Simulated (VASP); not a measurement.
Input for VASP

KPOINTS:
```
Automatic mesh
0
Gamma
8 8 8
0 0 0
```

**POSCAR**
```
CaS
4.0659360
  0.0000000000   0.7071068314   0.7071068314
  0.7071068314   0.0000000000   0.7071068314
  0.7071068314   0.7071068314   0.0000000000
Ca S
1 1
Direct
  0.0000000000   0.0000000000   0.0000000000
  0.5000000000   0.5000000000   0.5000000000
```

### INCAR
```
! general
SYSTEM=CaS
PREC  =Accurate
ENCUT =520   ! plane-wave cut-off (eV)
LREAL =.FALSE.   ! projection in real space or not
LASPH =.TRUE.

! electronic loop
EDIFF =1E-7
NELM  =100
ALGO  =Normal

! smearing
ISMEAR=0
SIGMA =0.05   ! width (eV)

! functional
GGA   =PE   ! PBE
IVDW  =12   ! D3, Becke-Johnson

! ions
ISIF  =2

! output
LWAVE =.FALSE.
LCHARG=.FALSE.
```

POTCAR, in this order: Ca_sv S (PBE.64 set). Program: vasp_std.

Q: Translate this PBE-D3(BJ) calculation to Ansatz.

A: One equivalent input (not run):
Ansatz 0.2 input:
```yaml
crystal:
  lattice:
    - [0.0000000, 2.8750511, 2.8750511]
    - [2.8750511, 0.0000000, 2.8750511]
    - [2.8750511, 2.8750511, 0.0000000]
  atoms:
    - { symbol: Ca, position: [0.0000000, 0.0000000, 0.0000000] }
    - { symbol: S, position: [0.5000000, 0.5000000, 0.5000000] }
kpoints:
  mp_grid: { grid: [8, 8, 8] }
hamiltonian:
  xc: pbe
  dispersion: d3bj
  pseudopotentials: { kind: paw }
scf:
  occupations: { method: gaussian, width: 0.05 }
  max_iter: 100
output: { forces: true, stress: true, eigenvalues: true }
```
What does not carry over: each code has its own PAW files, so the cut-off isn't converted (ENCUT is set for VASP's; basis.ecutwfc is left out, and Ansatz then takes the one that its files recommend); Ansatz stops its SCF on the density residual and VASP on the energy change (EDIFF).

The compound is CaS in the rock salt structure. This cell is one point of a volume scan, at 1.06 of the reference volume.
